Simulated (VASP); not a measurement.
TiN (relaxed from the rock salt structure, space group Fm-3m): computed properties

Calculation: PBE GGA, VASP's PBE PAW potentials (set 64) (plane waves; VASP).

```yaml
space_group: Fm-3m (225)
cell: a = b = c = 4.249 Å, α = β = γ = 90.00°
volume_per_atom: 9.59 Å³/atom
band gap (over mesh and band path): none (metal, semimetal or under 0.01 eV)
density: 5.36 g/cm³
```

```
TiN
1.0
    0.00000     2.12470     2.12470
    2.12470     0.00000     2.12470
    2.12470     2.12470     0.00000
Ti N
1 1
Direct
  0.00000   0.00000   0.00000
  0.50000   0.50000   0.50000
```

The structure was generated: TiN was put into the rock salt type (Fm-3m), which need not be its known phase. It was relaxed first, which changed the volume by -38 %. Symmetry was kept, so distortions that lower it aren't found. The electron count is odd and the run is not spin-polarised, which forces a metal.
